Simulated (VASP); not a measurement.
Data:

```
CELL_PARAMETERS angstrom
      5.21466     0.00000     0.00000
      0.00000     3.14993     0.00000
      0.00000     0.00000     6.23332
ATOMIC_POSITIONS crystal
  Ti 0.74789 0.25000 0.60494
  Ti 0.24789 0.25000 0.89506
  Ti 0.25211 0.75000 0.39506
  Ti 0.75211 0.75000 0.10494
  O  0.63700 0.25000 0.91887
  O  0.13700 0.25000 0.58113
  O  0.36300 0.75000 0.08113
  O  0.86300 0.75000 0.41887
  O  0.51544 0.25000 0.34616
  O  0.01544 0.25000 0.15384
  O  0.48456 0.75000 0.65384
  O  0.98456 0.75000 0.84616
```

These are r2SCAN meta-GGA, VASP's PBE PAW potentials (set 64) (plane waves; VASP) values and carry that method's errors. Settings: 520 eV cut-off, 6×9×5 Γ-centred mesh, Gaussian smearing of 0.010 eV, potentials Ti_sv O.

Q: Estimate the energy per atom (σ→0).

A: 
```yaml
energy per atom (σ→0): -11.379 eV/atom
```

Only differences to runs with the same potentials and settings are physical.

The structure was generated: TiO2 was put into the cotunnite type (Pnma), which need not be its known phase. It was relaxed first.
